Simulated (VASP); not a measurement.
OSZICAR of a VASP run on Al2Cu (sg140):

### OSZICAR
```
       N       E                     dE             d eps       ncg     rms          rms(c)
DAV:   1     0.210097317234E+03    0.21010E+03   -0.11328E+04  3360   0.150E+03
DAV:   2    -0.119935447570E+02   -0.22209E+03   -0.21593E+03  3360   0.349E+02
DAV:   3    -0.304805513002E+02   -0.18487E+02   -0.17521E+02  4606   0.132E+02
DAV:   4    -0.312994792844E+02   -0.81893E+00   -0.80375E+00  5350   0.303E+01
DAV:   5    -0.313133549606E+02   -0.13876E-01   -0.13843E-01  5304   0.435E+00    0.228E+01
DAV:   6    -0.369992993639E+02   -0.56859E+01   -0.18199E+02  4418   0.360E+02    0.191E+01
DAV:   7    -0.266361242711E+02    0.10363E+02   -0.42001E+01  4412   0.134E+02    0.513E+00
DAV:   8    -0.260589464051E+02    0.57718E+00   -0.42299E+00  5380   0.425E+01    0.112E+00
DAV:   9    -0.260231693447E+02    0.35777E-01   -0.38214E-01  5384   0.968E+00    0.677E-01
DAV:  10    -0.260259630184E+02   -0.27937E-02   -0.18154E-02  5296   0.179E+00    0.691E-01
DAV:  11    -0.260206055663E+02    0.53575E-02   -0.93605E-03  5078   0.259E+00    0.381E-01
DAV:  12    -0.260183579024E+02    0.22477E-02   -0.13106E-02  5400   0.283E+00    0.354E-02
DAV:  13    -0.260184239594E+02   -0.66057E-04   -0.82106E-04  4094   0.269E-01    0.289E-02
DAV:  14    -0.260184201835E+02    0.37759E-05   -0.30371E-05  5292   0.626E-02    0.197E-02
DAV:  15    -0.260184156292E+02    0.45544E-05   -0.10784E-05  5068   0.829E-02    0.503E-03
DAV:  16    -0.260184154032E+02    0.22595E-06   -0.43187E-06  4188   0.435E-02
   1 F= -.26018415E+02 E0= -.26017500E+02  d E =-.183118E-02  mag=     0.0000    -0.0000     0.0000
       N       E                     dE             ncg
       N       E                     dE             ncg
```

Task: Which electronic solver shows in the log?

Result: It is blocked Davidson (ALGO = Normal, or the opening steps of other solvers). The INCAR had ALGO = Normal.

Task: How was spin treated?

Result: With non-collinear spinors: mag has three components.

Task: Can the final energy be trusted as converged?

Result: The calculation finished and met its thresholds. It stopped with EDIFF = 1E-6, NELM = 100 (PBEsol GGA with spin-orbit coupling, plane waves, VASP's PBE PAW potentials (set 64)).

The compound is Al2Cu in the sg140 structure. It was relaxed first.
